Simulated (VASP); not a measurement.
```yaml
crystal:
  lattice:
    - [0.00000, 2.72498, 2.72498]
    - [2.72498, 0.00000, 2.72498]
    - [2.72498, 2.72498, 0.00000]
  atoms:
    - { symbol: Al, position: [0.00000, 0.00000, 0.00000] }
    - { symbol: P, position: [0.25000, 0.25000, 0.25000] }
```

Level of theory: HSE06 screened hybrid, VASP's PBE PAW potentials (set 64) (plane waves; VASP 6.6.1). Run with 520 eV cut-off, 6×6×6 Γ-centred mesh, Gaussian smearing of 0.050 eV, potentials Al P.

Q: Estimate the energy per atom (σ→0), pressure, band gap (on the k-mesh) with the smallest direct gap where there is one.

A: 
The band gap (on the k-mesh) is 2.27 eV. The smallest direct gap (on the k-mesh) is 4.30 eV, the energy per atom (σ→0) is -6.014 eV/atom and the pressure comes out as 1.09 GPa.

The absolute energy has meaning only against runs of the same code, potentials and settings.

The compound is AlP in the zinc blende structure. This cell is one point of a volume scan, at 0.97 of the reference volume. The cell's shape comes from a PBE relaxation.
